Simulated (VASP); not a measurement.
PbO:

```
Pb O
1.0
     3.99000    0.00000    0.00000
     0.00000    3.99000    0.00000
     0.00000    0.00000    5.01000
Pb O
2 2
Direct
  0.00000 0.50000 0.24000
  0.50000 0.00000 0.76000
  0.00000 0.00000 0.00000
  0.50000 0.50000 0.00000
```

Program: VASP 6.6.1. Alike in all runs: task single point; no spin polarisation; cell as given; cutoff (eV) 520; smearing fermi-dirac 0.05 eV.

Task: Order these runs on this cell by their band gap on the k mesh, lowest first.
A. level HSE06; potentials or basis VASP PAW PBE potentials, release 64 (Pb_d, O); k mesh 6 × 6 × 4; grid for exact exchange (PRECFOCK) Fast; screening parameter 0.2 1/A
B. level LDA; potentials or basis VASP PAW LDA potentials, release 64 (Pb_d, O); k mesh 8 × 8 × 6
C. level r2SCAN; potentials or basis VASP PAW PBE potentials, release 64 (Pb_d, O); k mesh 8 × 8 × 6

Result: B (1.09 eV), C (1.46 eV), A (1.83 eV).

Caveats: spin-orbit coupling is left out, which as a rule narrows the gap of such compounds by several tenths of an eV.

A k mesh can miss the band edges.
